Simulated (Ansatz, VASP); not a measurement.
## One calculation of Ag3IO, two programs

```
Ag I O
1.0
     4.65864    0.00000    0.00000
     0.00000    4.65864    0.00000
     0.00000    0.00000    4.65864
Ag I O
3 1 1
Direct
  0.50000 0.00000 0.00000
  0.00000 0.50000 0.00000
  0.00000 0.00000 0.50000
  0.50000 0.50000 0.50000
  0.00000 0.00000 0.00000
```

Alike in both runs: task relaxation of cell and atoms; functional PBE; k mesh 8 × 8 × 8; occupations gaussian, width 0.1 eV; no spin polarisation.

```csv
,VASP,Ansatz
version,VASP 6.6.1,Ansatz 0.2.0
potentials or method,"VASP PAW PBE potentials, release 64 (Ag, I, O)","scalar-relativistic, plane waves, PAW"
plane-wave cutoff (eV),600,420
valence electrons in the cell,46,80
```

```tsv
	VASP	Ansatz	Ansatz less VASP
gap on the k mesh at the Fermi level, each at its own relaxed structure (eV)	none	none	-
relaxed volume (Å³/atom)	20.17	20.22	+0.055
relaxed cell length with the largest relative difference (Å)	4.654	4.659	+0.0042
```

A gap of «none» marks a metal or a gap that the smearing closes. The two sets of potentials don't hold the same shells in valence.

Spin-orbit coupling is left out, which matters for the levels of I.
